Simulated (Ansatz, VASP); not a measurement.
# CdBr in VASP and in Ansatz

Contents of POSCAR:

```
CdBr
1.0
    0.0000000000      3.0723910300      3.0723910300
    3.0723910300      0.0000000000      3.0723910300
    3.0723910300      3.0723910300      0.0000000000
Cd Br
1 1
Direct
    0.0000000000      0.0000000000      0.0000000000
    0.5000000000      0.5000000000      0.5000000000
```

The input INCAR.step1:

```
PREC = Accurate
ENCUT = 520
EDIFF = 1E-5
ISMEAR = -1
SIGMA = 0.05
LREAL = False
LASPH = True
NELM = 100
ALGO = Normal
ISIF = 2
LWAVE = True
LCHARG = False
NBANDS = 16
GGA = PE
```

Contents of INCAR.step2:

```
PREC = Accurate
ENCUT = 520
EDIFF = 1E-6
ISMEAR = -1
SIGMA = 0.05
LREAL = False
LASPH = True
NELM = 100
ALGO = Normal
ISIF = 2
LWAVE = False
LCHARG = False
GGA = PE
LHFCALC = True
HFSCREEN = 0.2
AEXX = 0.25
PRECFOCK = Fast
NBANDS = 16
ISTART = 1
```

Contents of KPOINTS:

```
regular mesh
0
Gamma
  4 4 4
```

Contents of input.yaml:

```yaml
crystal:
  lattice:
    - [0.0, 3.07239103, 3.07239103]
    - [3.07239103, 0.0, 3.07239103]
    - [3.07239103, 3.07239103, 0.0]
  atoms:
    - { symbol: Cd, position: [0.0, 0.0, 0.0] }
    - { symbol: Br, position: [0.5, 0.5, 0.5] }
hamiltonian:
  xc: { exchange: pbe, correlation: pbe, exx: { coeff: 0.25, omega: 0.2 } }
  pseudopotentials: { kind: paw }
kpoints:
  mp_grid: { grid: [4, 4, 4] }
scf:
  occupations: { method: fermi_dirac, width: 0.05 }
output:
  forces: true
  stress: true
  eigenvalues: true
  write_density: true
  write_potential: true
  elf: true
  volumetric_format: npy
```

The cell was built by a generator and needn't be a form met in nature.

Alike in both runs: task single point; functional HSE(alpha, omega); k mesh 4 × 4 × 4; occupations fermi-dirac, width 0.05 eV; no spin polarisation.

```csv
,VASP,Ansatz
version,VASP 6.6.1,Ansatz 0.2.0
potentials or method,"VASP PAW PBE potentials, release 64 (Cd, Br)",Ansatz PAW
plane-wave cutoff (eV),520,420
valence electrons in the cell,19,27
```

VASP gave:

```
gap on the k mesh at the Fermi level (eV) : none
pressure (GPa)                            : 1.1
```

What did Ansatz give for the same quantities?

gap on the k mesh at the Fermi level (eV): none; pressure (GPa): 1.0.

A gap of «none» marks a metal or a gap that the smearing closes. With one functional, cell and mesh, what is left measures potentials, basis and numerics. The two sets of potentials don't hold the same shells in valence.

Caveats: the k mesh is coarse (spacing up to 0.44 Å⁻¹), so the values aren't converged, least of all with exact exchange; an odd number of electrons without spin polarisation forces a metal; a magnetic or distorted state may lie lower; the PAW data sets were made with another functional, which shifts forces and pressure a little (VASP); the PAW data sets come from PBE, with cores solved anew for the run's functional, which leaves a small shift of forces and pressure (Ansatz); the thresholds are loose for stress (Ansatz).
